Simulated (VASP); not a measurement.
Level of theory: PBE GGA, VASP's PBE PAW potentials (set 64) (plane waves; VASP).

The input files of a VASP run:

### KPOINTS
```
Automatic
0
Gamma
 1 1 1
0 0 0
```

### INCAR
```
SYSTEM = Ga35GeN35
PREC = Normal
ENCUT = 400
EDIFF = 1E-5
NELM = 100
ALGO = Fast
LREAL = Auto
LASPH = .TRUE.
ISMEAR = 0
SIGMA = 0.05
GGA = PE
LMAXMIX = 4
LWAVE = .FALSE.
LCHARG = .FALSE.
NELMIN = 4
ISYM = 0
NELECT = 286.0
IBRION = 2
ISIF = 2
NSW = 70
EDIFFG = -0.03
```

### POSCAR
```
Ga35GeN35
1
    4.8683178927    -8.4321738171     0.0000000000
    4.8683178927     8.4321738171     0.0000000000
    0.0000000000     0.0000000000    10.5562839806
Ga N Ge
35 35 1
Direct
  0.2222220000   0.1111110000   0.2500000000
  0.1111110000   0.2222220000   0.0000000000
  0.2222220000   0.1111110000   0.7500000000
  0.1127000000   0.2248900000   0.4956640000
  0.2187080000   0.4469560000   0.2467480000
  0.1111110000   0.5555560000   0.0000000000
  0.2222220000   0.4444440000   0.7500000000
  0.1112340000   0.5590860000   0.5018810000
  0.2222220000   0.7777780000   0.2500000000
  0.1111110000   0.8888890000   0.0000000000
  0.2222220000   0.7777780000   0.7500000000
  0.1111110000   0.8888890000   0.5000000000
  0.5555560000   0.1111110000   0.2500000000
  0.4444440000   0.2222220000   0.0000000000
  0.5555560000   0.1111110000   0.7500000000
  0.4444440000   0.2222220000   0.5000000000
  0.5555560000   0.4444440000   0.2500000000
  0.4444440000   0.5555560000   0.0000000000
  0.5555560000   0.4444440000   0.7500000000
  0.5555560000   0.7777780000   0.2500000000
  0.4444440000   0.8888890000   0.0000000000
  0.5555560000   0.7777780000   0.7500000000
  0.4444440000   0.8888890000   0.5000000000
  0.8888890000   0.1111110000   0.2500000000
  0.7777780000   0.2222220000   0.0000000000
  0.8888890000   0.1111110000   0.7500000000
  0.7777780000   0.2222220000   0.5000000000
  0.8888890000   0.4444440000   0.2500000000
  0.7777780000   0.5555560000   0.0000000000
  0.8888890000   0.4444440000   0.7500000000
  0.7777780000   0.5555560000   0.5000000000
  0.8888890000   0.7777780000   0.2500000000
  0.7777780000   0.8888890000   0.0000000000
  0.8888890000   0.7777780000   0.7500000000
  0.7777780000   0.8888890000   0.5000000000
  0.2154690000   0.1095280000   0.4395510000
  0.1145830000   0.2207690000   0.1870090000
  0.2222220000   0.1111110000   0.9385000000
  0.1044290000   0.2203970000   0.6881240000
  0.1060430000   0.5509090000   0.1852870000
  0.2222220000   0.4444440000   0.9385000000
  0.1092280000   0.5532280000   0.6931700000
  0.2255020000   0.7805400000   0.4337500000
  0.1111110000   0.8888890000   0.1885000000
  0.2222220000   0.7777780000   0.9385000000
  0.1111110000   0.8888890000   0.6885000000
  0.5555560000   0.1111110000   0.4385000000
  0.4444440000   0.2222220000   0.1885000000
  0.5555560000   0.1111110000   0.9385000000
  0.4444440000   0.2222220000   0.6885000000
  0.5584480000   0.4448090000   0.4374250000
  0.4422830000   0.5499290000   0.1909570000
  0.5555560000   0.4444440000   0.9385000000
  0.4474310000   0.5547470000   0.6873570000
  0.5600820000   0.7825000000   0.4408240000
  0.4444440000   0.8888890000   0.1885000000
  0.5555560000   0.7777780000   0.9385000000
  0.4444440000   0.8888890000   0.6885000000
  0.8888890000   0.1111110000   0.4385000000
  0.7777780000   0.2222220000   0.1885000000
  0.8888890000   0.1111110000   0.9385000000
  0.7777780000   0.2222220000   0.6885000000
  0.8888890000   0.4444440000   0.4385000000
  0.7777780000   0.5555560000   0.1885000000
  0.8888890000   0.4444440000   0.9385000000
  0.7777780000   0.5555560000   0.6885000000
  0.8888890000   0.7777780000   0.4385000000
  0.7777780000   0.8888890000   0.1885000000
  0.8888890000   0.7777780000   0.9385000000
  0.7777780000   0.8888890000   0.6885000000
  0.4424500000   0.5490700000   0.4991010000
```

POTCAR, in this order: Ga N Ge (PBE.64 set). Program: vasp_gam.

What VASP printed:

### OSZICAR
```
...
RMM:   4    -0.413539423457E+03    0.83656E-05   -0.63747E-05   346   0.176E-02
  11 F= -.41353942E+03 E0= -.41353942E+03  d E =-.209992E-01
       N       E                     dE             d eps       ncg     rms          rms(c)
DAV:   1    -0.413545030052E+03   -0.55982E-02   -0.28394E+00   368   0.433E+00    0.286E-01
RMM:   2    -0.413548461921E+03   -0.34319E-02   -0.46501E-02   361   0.479E-01    0.122E-01
RMM:   3    -0.413548920197E+03   -0.45828E-03   -0.81572E-03   394   0.184E-01    0.927E-02
RMM:   4    -0.413548747264E+03    0.17293E-03   -0.11868E-03   362   0.770E-02    0.299E-02
RMM:   5    -0.413548761397E+03   -0.14133E-04   -0.33153E-04   389   0.373E-02    0.132E-02
RMM:   6    -0.413548764695E+03   -0.32980E-05   -0.72260E-05   319   0.168E-02
  12 F= -.41354876E+03 E0= -.41354876E+03  d E =-.934124E-02
       N       E                     dE             d eps       ncg     rms          rms(c)
DAV:   1    -0.413548834661E+03   -0.73264E-04   -0.73230E-02   424   0.695E-01    0.465E-02
RMM:   2    -0.413548926339E+03   -0.91678E-04   -0.11958E-03   361   0.769E-02    0.195E-02
RMM:   3    -0.413548941879E+03   -0.15540E-04   -0.22922E-04   390   0.300E-02    0.151E-02
RMM:   4    -0.413548938072E+03    0.38072E-05   -0.28117E-05   237   0.121E-02
  13 F= -.41354894E+03 E0= -.41354894E+03  d E =-.951461E-02
       N       E                     dE             d eps       ncg     rms          rms(c)
DAV:   1    -0.413551153368E+03   -0.22115E-02   -0.14063E+00   368   0.304E+00    0.205E-01
RMM:   2    -0.413553103467E+03   -0.19501E-02   -0.23849E-02   360   0.341E-01    0.859E-02
RMM:   3    -0.413553404690E+03   -0.30122E-03   -0.43047E-03   401   0.130E-01    0.659E-02
RMM:   4    -0.413553315736E+03    0.88955E-04   -0.51860E-04   362   0.526E-02    0.221E-02
RMM:   5    -0.413553317600E+03   -0.18640E-05   -0.14955E-04   382   0.263E-02    0.983E-03
RMM:   6    -0.413553318349E+03   -0.74896E-06   -0.37963E-05   263   0.122E-02
  14 F= -.41355332E+03 E0= -.41355332E+03  d E =-.438028E-02
       N       E                     dE             d eps       ncg     rms          rms(c)
DAV:   1    -0.413553371115E+03   -0.53515E-04   -0.13374E-01   384   0.939E-01    0.636E-02
RMM:   2    -0.413553560206E+03   -0.18909E-03   -0.22740E-03   360   0.105E-01    0.265E-02
RMM:   3    -0.413553592003E+03   -0.31796E-04   -0.42624E-04   405   0.406E-02    0.204E-02
RMM:   4    -0.413553584291E+03    0.77121E-05   -0.48774E-05   297   0.162E-02
  15 F= -.41355358E+03 E0= -.41355358E+03  d E =-.464622E-02
       N       E                     dE             d eps       ncg     rms          rms(c)
DAV:   1    -0.413554997114E+03   -0.14051E-02   -0.11628E+00   360   0.276E+00    0.182E-01
RMM:   2    -0.413556559852E+03   -0.15627E-02   -0.18991E-02   360   0.305E-01    0.771E-02
RMM:   3    -0.413556817184E+03   -0.25733E-03   -0.35502E-03   402   0.117E-01    0.590E-02
RMM:   4    -0.413556745507E+03    0.71677E-04   -0.40768E-04   362   0.472E-02    0.198E-02
RMM:   5    -0.413556746517E+03   -0.10097E-05   -0.11581E-04   371   0.235E-02    0.862E-03
RMM:   6    -0.413556747230E+03   -0.71355E-06   -0.28618E-05   238   0.108E-02
  16 F= -.41355675E+03 E0= -.41355675E+03  d E =-.316294E-02
       N       E                     dE             d eps       ncg     rms          rms(c)
DAV:   1    -0.413556772410E+03   -0.25894E-04   -0.14660E-01   384   0.980E-01    0.647E-02
RMM:   2    -0.413556973322E+03   -0.20091E-03   -0.24097E-03   361   0.108E-01    0.274E-02
RMM:   3    -0.413557008042E+03   -0.34719E-04   -0.45923E-04   407   0.419E-02    0.211E-02
RMM:   4    -0.413556999224E+03    0.88176E-05   -0.50005E-05   303   0.166E-02
  17 F= -.41355700E+03 E0= -.41355700E+03  d E =-.341493E-02
       N       E                     dE             d eps       ncg     rms          rms(c)
DAV:   1    -0.413557274215E+03   -0.26617E-03   -0.12144E+00   360   0.280E+00    0.186E-01
RMM:   2    -0.413558876957E+03   -0.16027E-02   -0.19734E-02   360   0.311E-01    0.815E-02
RMM:   3    -0.413559138676E+03   -0.26172E-03   -0.37323E-03   403   0.119E-01    0.614E-02
RMM:   4    -0.413559060701E+03    0.77975E-04   -0.43249E-04   363   0.485E-02    0.197E-02
RMM:   5    -0.413559061681E+03   -0.97986E-06   -0.11685E-04   368   0.236E-02    0.889E-03
RMM:   6    -0.413559062249E+03   -0.56833E-06   -0.28602E-05   240   0.108E-02
  18 F= -.41355906E+03 E0= -.41355906E+03  d E =-.206303E-02
       N       E                     dE             d eps       ncg     rms          rms(c)
DAV:   1    -0.413559064594E+03   -0.29134E-05   -0.29711E-03   432   0.138E-01    0.917E-03
RMM:   2    -0.413559068215E+03   -0.36206E-05   -0.48751E-05   268   0.155E-02    0.431E-03
RMM:   3    -0.413559068425E+03   -0.21024E-06   -0.62032E-06   211   0.555E-03    0.300E-03
RMM:   4    -0.413559068206E+03    0.21877E-06   -0.10962E-06   157   0.244E-03
  19 F= -.41355907E+03 E0= -.41355907E+03  d E =-.206898E-02
       N       E                     dE             d eps       ncg     rms          rms(c)
DAV:   1    -0.413558836963E+03    0.23146E-03   -0.76898E-01   368   0.224E+00    0.152E-01
RMM:   2    -0.413559931663E+03   -0.10947E-02   -0.13048E-02   360   0.246E-01    0.607E-02
RMM:   3    -0.413560086094E+03   -0.15443E-03   -0.22441E-03   395   0.940E-02    0.458E-02
RMM:   4    -0.413560040651E+03    0.45443E-04   -0.28399E-04   364   0.384E-02    0.153E-02
RMM:   5    -0.413560043050E+03   -0.23991E-05   -0.82882E-05   357   0.190E-02
  20 F= -.41356004E+03 E0= -.41356004E+03  d E =-.974843E-03
       N       E                     dE             d eps       ncg     rms          rms(c)
DAV:   1    -0.413560050843E+03   -0.10193E-04   -0.24038E-02   400   0.396E-01    0.262E-02
RMM:   2    -0.413560082224E+03   -0.31381E-04   -0.37815E-04   360   0.418E-02    0.993E-03
RMM:   3    -0.413560086271E+03   -0.40475E-05   -0.60296E-05   293   0.156E-02    0.713E-03
RMM:   4    -0.413560085136E+03    0.11357E-05   -0.75169E-06   215   0.627E-03
  21 F= -.41356009E+03 E0= -.41356009E+03  d E =-.101693E-02
       N       E                     dE             d eps       ncg     rms          rms(c)
DAV:   1    -0.413560118184E+03   -0.31912E-04   -0.22995E-01   368   0.123E+00    0.881E-02
RMM:   2    -0.413560455580E+03   -0.33740E-03   -0.41942E-03   360   0.142E-01    0.380E-02
RMM:   3    -0.413560498249E+03   -0.42669E-04   -0.71493E-04   397   0.533E-02    0.283E-02
RMM:   4    -0.413560480649E+03    0.17600E-04   -0.11054E-04   360   0.234E-02    0.860E-03
RMM:   5    -0.413560481022E+03   -0.37285E-06   -0.22691E-05   227   0.106E-02
  22 F= -.41356048E+03 E0= -.41356048E+03  d E =-.395887E-03
       N       E                     dE             d eps       ncg     rms          rms(c)
DAV:   1    -0.413560500074E+03   -0.19425E-04   -0.93831E-03   392   0.249E-01    0.173E-02
RMM:   2    -0.413560511801E+03   -0.11727E-04   -0.15637E-04   360   0.272E-02    0.715E-03
RMM:   3    -0.413560512944E+03   -0.11429E-05   -0.23457E-05   242   0.102E-02    0.489E-03
RMM:   4    -0.413560512508E+03    0.43616E-06   -0.40722E-06   209   0.442E-03
  23 F= -.41356051E+03 E0= -.41356051E+03  d E =-.427372E-03
       N       E                     dE             d eps       ncg     rms          rms(c)
DAV:   1    -0.413560509085E+03    0.38591E-05   -0.11712E-01   368   0.882E-01    0.623E-02
RMM:   2    -0.413560679438E+03   -0.17035E-03   -0.20937E-03   361   0.100E-01    0.264E-02
RMM:   3    -0.413560701317E+03   -0.21879E-04   -0.35074E-04   397   0.378E-02    0.197E-02
RMM:   4    -0.413560692967E+03    0.83498E-05   -0.50915E-05   317   0.161E-02
  24 F= -.41356069E+03 E0= -.41356069E+03  d E =-.180459E-03
```

**OUTCAR**
```
------------------------ aborting loop because EDIFF is reached ----------------------------------------
  FORCE on cell =-STRESS in cart. coord.  units (eV):
  Direction    XX          YY          ZZ          XY          YZ          ZX
  --------------------------------------------------------------------------------------
  Total       18.3516298     14.4697842     13.4589960     -3.5141897     -3.5633241      6.2950864
  in kB       33.9254551     26.7493415     24.8807636     -6.4964522     -6.5872838     11.6373135
  external PRESSURE =      28.5185201 kB  Pullay stress =       0.0000000 kB
  volume of cell :      866.68
      direct lattice vectors                 reciprocal lattice vectors
     4.868317893 -8.432173817  0.000000000     0.102704879 -0.059296690  0.000000000
     4.868317893  8.432173817  0.000000000     0.102704879  0.059296690  0.000000000
     0.000000000  0.000000000 10.556283981     0.000000000  0.000000000  0.094730305
  FREE ENERGIE OF THE ION-ELECTRON SYSTEM (eV)
  ---------------------------------------------------
  free  energy   TOTEN  =      -413.5606929671 eV

  energy  without entropy=     -413.5606929671  energy(sigma->0) =     -413.56069297

 reached required accuracy - stopping structural energy minimisation
```
(Selected blocks of OUTCAR.)

### CONTCAR
```
Ga35GeN35
   1.00000000000000
     4.8683178927000004   -8.4321738171000007    0.0000000000000000
     4.8683178927000004    8.4321738171000007    0.0000000000000000
     0.0000000000000000    0.0000000000000000   10.5562839805999999
  Ga              N               Ge
    35    35     1
Direct
     0.2197418933537713    0.1104448314280135    0.2469870385207013
     0.1101851124896819    0.2219015782079496    0.9980268599505010
     0.2252858766348033    0.1147290450882812    0.7464366332957101
     0.1111144292834907    0.2303677062591227    0.4901397697410104
     0.2005200994631132    0.4333674903048380    0.2608021666721617
     0.1102748483472171    0.5547783159507187    0.9980393914442209
     0.2307235831187315    0.4485886088880502    0.7487484981256752
     0.1112952519549952    0.5474977390530130    0.4904485884888409
     0.2197769777677074    0.7756346702132229    0.2470290114536794
     0.1121350951350662    0.8894262224700176    0.9978181442692813
     0.2252854618561381    0.7772819422612557    0.7466089260273379
     0.1131980814688947    0.8899137985035919    0.4995404694252852
     0.5531474309253012    0.1097909242997958    0.2493006605109244
     0.4438686725962437    0.2218393624087898    0.0007381717274010
     0.5570933560958267    0.1119050475691071    0.7502230297140999
     0.4457977478643075    0.2248109235705642    0.5005286677920621
     0.5498246850441081    0.4444750244189157    0.2524343000346177
     0.4405100689764397    0.5535498847072304    0.0047858049111129
     0.5640106633289934    0.4460328264581649    0.7560308442603958
     0.5497632762858189    0.7716759845707561    0.2523619115024746
     0.4438496347909565    0.8886139731074271    0.0007634465740597
     0.5639439649699431    0.7846482027299833    0.7560715930224091
     0.4458634452592551    0.8876755327882562    0.5005981091513766
     0.8836778529536715    0.1069786417989401    0.2481969169397870
     0.7778034119590077    0.2222312485982945    0.9983223747080013
     0.8941907600515244    0.1156723318151528    0.7472784257203977
     0.7750338065747158    0.2207485577537938    0.4994437018512969
     0.8836513576629142    0.4431836087570820    0.2482182351905080
     0.7783471668765697    0.5557176111125059    0.0011617847374086
     0.8942413650796032    0.4451681350102678    0.7473143439149129
     0.7808225871623148    0.5589885017003354    0.5022447537282871
     0.8878510873486646    0.7771788596177283    0.2494379110767069
     0.7782686657796588    0.8892146045184398    0.0011097723787787
     0.8933424450781581    0.7800398634318010    0.7509517547421275
     0.7807907275785750    0.8883284545145992    0.5022733756165941
     0.2230217242539770    0.1154093243851710    0.4362486793245294
     0.1040433451836029    0.2152399826641560    0.1842156988636926
     0.2222957466130878    0.1120734361211772    0.9351225719852313
     0.1165280691167196    0.2286462095491604    0.6803502907155544
     0.1041276773798261    0.5551251915541034    0.1843182978078783
     0.2217872222306719    0.4441430050044454    0.9365361065428049
     0.1166053847446865    0.5546429284336352    0.6805343212700380
     0.2231196999455717    0.7741746448090497    0.4362724922004896
     0.1100737390335448    0.8882400139681162    0.1865536377471082
     0.2222385147561015    0.7768078146954268    0.9352278582479380
     0.1154099108371707    0.8910119697326424    0.6869087495845965
     0.5528581809919927    0.1097444750875280    0.4379430581131288
     0.4427647723664778    0.2221973755665665    0.1893757492736587
     0.5548417574845977    0.1106889559542559    0.9384309704633303
     0.4485525417513404    0.2255492440653112    0.6885194894862257
     0.5572094681361147    0.4499308954667812    0.4423880714347208
     0.4296058643636397    0.5479864624269811    0.1954202296506973
     0.5555550281028264    0.4447822117336470    0.9435120993051146
     0.4615694803073221    0.5641409723897318    0.6994480479671332
     0.5572760504035208    0.7739910680627533    0.4423222757353759
     0.4427530370515832    0.8870541536629799    0.1893486723197890
     0.5554779318254921    0.7773466327953918    0.9434682629564721
     0.4485010856056098    0.8897004257883372    0.6885828282636296
     0.8846873955762727    0.1086180259911161    0.4372716452491638
     0.7750218290086685    0.2207608156217445    0.1868979444811433
     0.8887342670912950    0.1109614518219127    0.9356645890454131
     0.7790358148075629    0.2228694872010523    0.6871371839369710
     0.8848833538962337    0.4426028123727371    0.4373316614573507
     0.7720157418195206    0.5545442997942700    0.1895024708079471
     0.8888173365703897    0.4444308477601669    0.9357128021685183
     0.7842505467286617    0.5578829766084785    0.6896707631158404
     0.8924126504025546    0.7794396593480729    0.4378891393829903
     0.7720333186279184    0.8839730975532625    0.1894413159347865
     0.8893513449508621    0.7780213181372800    0.9388672461655456
     0.7842159663269903    0.8929253145807220    0.6896788718091430
     0.4316853105914090    0.5492994454058056    0.5128185199658480
```

At this cut-off the stress carries a Pulay error, which pulls relaxed volumes low. The cell is charged, with a uniform compensating background. The supercell is sampled at Γ alone, which is coarse: total energies, pressure and levels can be off, energies of defects by several tenths of an eV.

The cell is a supercell with a defect, built from GaN (wurtzite): Ge_Ga-vac_N, charge -2. The run is not spin-polarised, so no state with unpaired spins was tried.
